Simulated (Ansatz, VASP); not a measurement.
# One calculation of AgOs4, two programs

Contents of INCAR:

```
ALGO = Normal
EDIFF = 1E-6
EDIFFG = -0.04
ENCUT = 600
GGA = PE
IBRION = 2
ISIF = 3
ISMEAR = 0
LASPH = True
LCHARG = False
LREAL = False
LWAVE = False
NELM = 60
NSW = 90
PREC = Accurate
SIGMA = 0.1
```

The input KPOINTS:

```
k-points
0
Gamma
  4 4 4
```

The input POSCAR:

```
AgOs4
1.0
   -2.6750253000      2.6750253000      2.6750253000
    2.6750253000     -2.6750253000      2.6750253000
    2.6750253000      2.6750253000     -2.6750253000
Ag Os
1 4
Direct
    0.0000000000      0.0000000000      0.0000000000
    0.0000000000      0.0000000000      0.5000000000
    0.5000000000      0.0000000000      0.0000000000
    0.5000000000      0.5000000000      0.5000000000
    0.0000000000      0.5000000000      0.0000000000
```

Input for Ansatz:

```yaml
crystal:
  lattice:
    - [-2.6750253, 2.6750253, 2.6750253]
    - [2.6750253, -2.6750253, 2.6750253]
    - [2.6750253, 2.6750253, -2.6750253]
  atoms:
    - { symbol: Ag, position: [0.0, 0.0, 0.0] }
    - { symbol: Os, position: [0.0, 0.0, 0.5] }
    - { symbol: Os, position: [0.5, 0.0, 0.0] }
    - { symbol: Os, position: [0.5, 0.5, 0.5] }
    - { symbol: Os, position: [0.0, 0.5, 0.0] }
basis:
  ecutwfc: 420
kpoints:
  mp_grid: { grid: [4, 4, 4] }
hamiltonian:
  xc: pbe
scf:
  occupations: { method: gaussian, width: 0.1 }
  lower_state_search: "off"
output:
  forces: true
  stress: true
  eigenvalues: true
relax:
  adjacent_minimum: "off"
  f_tol: 0.04
  max_steps: 70
  cell: { stress_tol: 0.4 }
```

Change from the starting cell: species swapped into the NiHg4 type (Im-3m, No. 229).

Alike in both runs: task relaxation of cell and atoms; functional PBE; k mesh 4 × 4 × 4; occupations gaussian, width 0.1 eV; no spin polarisation.

```csv
,VASP,Ansatz
version,VASP 6.6.1,Ansatz 0.2.0
potentials or method,"VASP PAW PBE potentials, release 64 (Ag, Os)","scalar-relativistic, plane waves, PAW"
plane-wave cutoff (eV),600,420
valence electrons in the cell,43,83
```

Ansatz gave:

```
gap on the k mesh at the Fermi level, each at its own relaxed structure (eV) : none
relaxed volume (Å³/atom)                                                     : 18.47
relaxed cell length with the largest relative difference (Å)                 : 4.932
energy change over the relaxation (meV/atom)                                 : -499
```

Task: Estimate VASP's values.

Result: gap on the k mesh at the Fermi level, each at its own relaxed structure (eV): none; relaxed volume (Å³/atom): 18.46; relaxed cell length with the largest relative difference (Å): 4.931; energy change over the relaxation (meV/atom): -490.

A gap of «none» marks a metal or a gap that the smearing closes. The two sets of potentials don't hold the same shells in valence.

Caveats: the k mesh is coarse (spacing up to 0.42 Å⁻¹), so the values aren't converged; the volume moved by over 15 % at a fixed basis, so the end points are rough (VASP); the bands computed are all filled at some k points, so no gap is given. The runs have no spin-orbit coupling, so splittings on Os are missing.
